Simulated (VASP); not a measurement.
# Si3P4 (Fd-3m) in VASP: notebook, part 2 of 2

VASP 6.6.1. Earlier steps stand in the parts before.

## 4. Single point, r2SCAN

This run uses another cell than the first one, of 17.28 Å³/atom, 0.998 times its volume.

Input file INCAR:

```
PREC = Accurate ; ENCUT = 520
EDIFF = 1E-6 ; ISMEAR = 0
SIGMA = 0.1 ; LREAL = F
LASPH = T ; NELM = 150
ALGO = Normal ; ISIF = 2
LWAVE = F ; LCHARG = F
METAGGA = R2SCAN ; LMIXTAU = T
KPAR = 4
```

Input file KPOINTS:

```
Automatic mesh
0
Gamma
  6 6 6
```

Input file POSCAR:

```
Si3P4                                   
1.0
    0.0000000000      4.9454288796      4.9454288796
    4.9454288796      0.0000000000      4.9454288796
    4.9454288796      4.9454288796      0.0000000000
  Si              P             
     6     8
Direct
     0.5000000000000000    0.5000000000000000    0.5000000000000000
     0.7500000000000000    0.7500000000000000    0.7500000000000000
     0.1250000000000000    0.1250000000000000    0.1250000000000000
     0.1250000000000000    0.6250000000000000    0.1250000000000000
     0.6250000000000000    0.1250000000000000    0.1250000000000000
     0.1250000000000000    0.1250000000000000    0.6250000000000000
     0.3654431120513451    0.3654431120513451    0.9036706738459586
     0.9036706738459586    0.3654431120513451    0.3654431120513451
     0.3654431120513451    0.9036706738459586    0.3654431120513451
     0.3654431120513451    0.3654431120513451    0.3654431120513451
     0.8845568879486549    0.8845568879486549    0.3463293261540414
     0.8845568879486549    0.3463293261540414    0.8845568879486549
     0.8845568879486549    0.8845568879486549    0.8845568879486549
     0.3463293261540414    0.8845568879486549    0.8845568879486549
```

Potentials or basis: VASP PAW PBE potentials, release 64 (Si, P).

Started as:

```sh
> cat potpaw_PBE.64/Si/POTCAR potpaw_PBE.64/P/POTCAR > POTCAR
> mpirun -np 4 vasp_std > vasp.out
```

OUTCAR:

```text
PREC = Accurate
   ENCUT = 520
   EDIFF = 1E-6
   ISMEAR = 0
   LREAL = F
   LASPH = T
   NELM = 150
   ISIF = 2
   METAGGA = R2SCAN

 ion  position               nearest neighbor table
   1  0.500  0.500  0.500-  10 2.31   8 2.31   9 2.31   7 2.31
   2  0.750  0.750  0.750-  13 2.31  12 2.31  11 2.31  14 2.31
   3  0.125  0.125  0.125-   8 2.38   9 2.38  12 2.38  14 2.38   7 2.38  11 2.38
   4  0.125  0.625  0.125-   7 2.38   8 2.38  11 2.38  14 2.38  13 2.38  10 2.38
   5  0.625  0.125  0.125-   7 2.38   9 2.38  11 2.38  12 2.38  10 2.38  13 2.38
   6  0.125  0.125  0.625-   8 2.38   9 2.38  12 2.38  14 2.38  13 2.38  10 2.38
   7  0.365  0.365  0.904-   1 2.31   4 2.38   5 2.38   3 2.38
   8  0.904  0.365  0.365-   1 2.31   4 2.38   6 2.38   3 2.38
   9  0.365  0.904  0.365-   1 2.31   5 2.38   6 2.38   3 2.38
  10  0.365  0.365  0.365-   1 2.31   4 2.38   5 2.38   6 2.38
  11  0.885  0.885  0.346-   2 2.31   4 2.38   5 2.38   3 2.38
  12  0.885  0.346  0.885-   2 2.31   5 2.38   6 2.38   3 2.38
  13  0.885  0.885  0.885-   2 2.31   4 2.38   5 2.38   6 2.38
  14  0.346  0.885  0.885-   2 2.31   4 2.38   6 2.38   3 2.38

  LATTYP: Found a face centered cubic cell.
 ALAT       =     9.8908577592

  Lattice vectors:

 A1 = (   0.0000000000,   4.9454288796,   4.9454288796)
 A2 = (   4.9454288796,   0.0000000000,   4.9454288796)
 A3 = (   4.9454288796,   4.9454288796,   0.0000000000)

Analysis of symmetry for initial positions (statically):
=====================================================================
 Subroutine PRICEL returns:
 Original cell was already a primitive cell.

 Routine SETGRP: Setting up the symmetry group for a
 face centered cubic supercell.

 Subroutine GETGRP returns: Found 48 space group operations
 (whereof 24 operations were pure point group operations)
 out of a pool of 48 trial point group operations.

The static configuration has the point symmetry T_d .
 The point group associated with its full space group is O_h .

Analysis of symmetry for dynamics (positions and initial velocities):
=====================================================================
 Subroutine PRICEL returns:
 Original cell was already a primitive cell.

 Routine SETGRP: Setting up the symmetry group for a
 face centered cubic supercell.

 Subroutine GETGRP returns: Found 48 space group operations
 (whereof 24 operations were pure point group operations)
 out of a pool of 48 trial point group operations.

The dynamic configuration has the point symmetry T_d .
 The point group associated with its full space group is O_h .

 Subroutine INISYM returns: Found 48 space group operations
 (whereof 24 operations are pure point group operations),
 and found     1 'primitive' translations

----------------------------------------------------------------------------------------

                                     Primitive cell

  volume of cell :     241.9033

  direct lattice vectors                    reciprocal lattice vectors
     0.000000000  4.945428880  4.945428880    -0.101103466  0.101103466  0.101103466
[... 85 lines left out ...]
   total plane-waves  NPLWV = 157464
   dimension x,y,z NGX =    54 NGY =   54 NGZ =   54
   dimension x,y,z NGXF=   108 NGYF=  108 NGZF=  108
   ions per type =               6   8
   NGX,Y,Z   is equivalent  to a cutoff of  12.84, 12.84, 12.84 a.u.
   NGXF,Y,Z  is equivalent  to a cutoff of  25.67, 25.67, 25.67 a.u.
 SYSTEM =  unknown system
   PREC   = accura    normal or accurate (medium, high low for compatibility)
   ISTART =      0    job   : 0-new  1-cont  2-samecut
   ICHARG =      2    charge: 1-file 2-atom 10-const
   ISPIN  =      1    spin polarized calculation?
   LNONCOLLINEAR =      F non collinear calculations
   LSORBIT =      F    spin-orbit coupling
   LASPH  =      T    aspherical Exc in radial PAW
   ENCUT  =  520.0 eV  38.22 Ry    6.18 a.u.  13.00 13.00 13.00*2*pi/ulx,y,z
   NELM   =    150;   NELMIN=  2; NELMDL= -5     # of ELM steps
   EDIFF  = 0.1E-05   stopping-criterion for ELM
   LREAL  =      F    real-space projection
   EDIFFG = 0.1E-04   stopping-criterion for IOM
   NSW    =      0    number of steps for IOM
   IBRION =     -1    ionic relax: 0-MD 1-quasi-New 2-CG
   NFREE  =      0    steps in history (QN), initial steepest desc. (CG)
   ISIF   =      2    stress and relaxation
   ISYM   =      2    0-nonsym 1-usesym 2-fastsym
   POTIM  = 0.5000    time-step for ionic-motion
   TEBEG  =    0.0;   TEEND  =   0.0 temperature during run
   PSTRESS=    0.0 pullay stress
   NELECT =      64.0000    total number of electrons
   NUPDOWN=      -1.0000    fix difference up-down
   EMIN   =  10.00;   EMAX   =-10.00  energy-range for DOS
   EFERMI =   0.00;   METHOD = LEGACY
   ISMEAR =     0;   SIGMA  =   0.10  broadening in eV -4-tet -1-fermi 0-gaus
   EFERMI_NEDOS =   21; number of points for ismear=-14 and -15
   IALGO  =     38    algorithm
   IMIX   =      4    mixing-type and parameters
     AMIX     =   0.40;   BMIX     =  1.00
     AMIX_MAG =   1.60;   BMIX_MAG =  1.00
  volume/ion in A,a.u.               =      17.28       116.60
  Fermi-wavevector in a.u.,A,eV,Ry     =   1.050963  1.986033 15.027958  1.104524
  Thomas-Fermi vector in A             =   2.185987
   LORBIT       =      0    0 simple, 1 ext, 2 COOP (PROOUT), +10 PAW based schemes
   METAGGA = R2SCAN    functional components
   LHFCALC =     F    Hartree Fock is set to
   AEXX    =    0.0000 exact exchange contribution
   IVDW    =     0    specifies the selected vdW correction
   LEPSILON=     F    determine dielectric tensor
   LRPA    =     F    only Hartree local field effects (RPA)
 non-spin polarized calculation
 Gauss-broadening in eV      SIGMA  =   0.10
  energy-cutoff  :      520.00
  volume of cell :      241.90
 maximum number of plane-waves:      6532
 NGX is ok and might be reduce to    54
   NGX = 25   NGY = 25   NGZ = 25

 number of electron      64.0000005 magnetization

 Free energy of the ion-electron system (eV)
  ---------------------------------------------------
  ext. energy  EPLUGINS =         0.00000000
  ---------------------------------------------------
  free energy    TOTEN  =      -124.50464309 eV

  energy without entropy =     -124.48494443  energy(sigma->0) =     -124.49479376

 E-fermi :   7.2033     XC(G=0): -10.6945

 val. band max:        7.1872102709   @ k =  -0.3333   0.1667   0.0000
 cond. band min:       7.2292853986   @ k =  -0.3333   0.3333   0.0000
 fundamental gap:      0.0420751277
 Fermi energy:         7.2033306232

 k-point     1 :       0.0000    0.0000    0.0000
  band No.  band energies     occupation
      1      -7.9703      2.00000
      2      -5.3981      2.00000
      3      -4.2818      2.00000
      4      -4.2818      2.00000
      5      -4.2818      2.00000
      6      -3.9442      2.00000
[... 677 lines left out ...]
     39      10.6960      0.00000
     40      10.6961      0.00000

------------------------ aborting loop because EDIFF is reached ----------------------------------------

  FORCE on cell =-STRESS in cart. coord.  units (eV):
  Direction    XX          YY          ZZ          XY          YZ          ZX
  --------------------------------------------------------------------------------------
  -------------------------------------------------------------------------------------
  Total       -2.6049630     -2.6049630     -2.6049630     -0.0000000      0.0000000     -0.0000000
  in kB      -17.2532241    -17.2532241    -17.2532241     -0.0000000      0.0000000     -0.0000000
  external PRESSURE =     -17.2532241 kB  Pullay stress =       0.0000000 kB

 VOLUME and BASIS-vectors are now :
 -----------------------------------------------------------------------------
  energy-cutoff  :      520.00
  volume of cell :      241.90
      direct lattice vectors                 reciprocal lattice vectors
     0.000000000  4.945428880  4.945428880    -0.101103466  0.101103466  0.101103466
     4.945428880  0.000000000  4.945428880     0.101103466 -0.101103466  0.101103466
     4.945428880  4.945428880  0.000000000     0.101103466  0.101103466 -0.101103466

 POSITION                                       TOTAL-FORCE (eV/Angst)
 -----------------------------------------------------------------------------------
      4.94543      4.94543      4.94543         0.000000      0.000000      0.000000
      7.41814      7.41814      7.41814         0.000000      0.000000      0.000000
      1.23636      1.23636      1.23636         0.000000      0.000000      0.000000
      3.70907      1.23636      3.70907         0.000000      0.000000      0.000000
      1.23636      3.70907      3.70907         0.000000      0.000000      0.000000
      3.70907      3.70907      1.23636         0.000000      0.000000      0.000000
      6.27631      6.27631      3.61455         0.027512      0.027512     -0.027512
      3.61455      6.27631      6.27631        -0.027512      0.027512      0.027512
      6.27631      3.61455      6.27631         0.027512     -0.027512      0.027512
      3.61455      3.61455      3.61455        -0.027512     -0.027512     -0.027512
      6.08726      6.08726      8.74903        -0.027512     -0.027512      0.027512
      6.08726      8.74903      6.08726        -0.027512      0.027512     -0.027512
      8.74903      8.74903      8.74903         0.027512      0.027512      0.027512
      8.74903      6.08726      6.08726         0.027512     -0.027512     -0.027512
 -----------------------------------------------------------------------------------
    total drift:                                0.000000      0.000000     -0.000000

  FREE ENERGIE OF THE ION-ELECTRON SYSTEM (eV)
  ---------------------------------------------------
  free  energy   TOTEN  =      -124.5046430883 eV

  energy  without entropy=     -124.4849444346  energy(sigma->0) =     -124.49479376
```

It took 3.4 min on 4 MPI ranks of Intel Xeon Platinum 8488C (Sapphire Rapids), shared host; peak memory 0.46 GiB.

What came out:

```yaml
Free_energy: -124.5046 eV
Pressure: -1.7 GPa
Largest_force: 0.048 eV/Å
Band_gap_on_the_k_mesh: none (metal or under the smearing width)
```

Forces in eV/Å, atoms in the order of the input:
```
Si   0.000  0.000  0.000
Si   0.000  0.000  0.000
Si   0.000  0.000  0.000
Si   0.000  0.000  0.000
Si   0.000  0.000  0.000
Si   0.000  0.000  0.000
P    0.028  0.028 -0.028
P   -0.028  0.028  0.028
P    0.028 -0.028  0.028
P   -0.028 -0.028 -0.028
P   -0.028 -0.028  0.028
P   -0.028  0.028 -0.028
P    0.028  0.028  0.028
P    0.028 -0.028 -0.028
```

Caveat: the PAW data sets were made with another functional, which shifts forces and pressure a little.
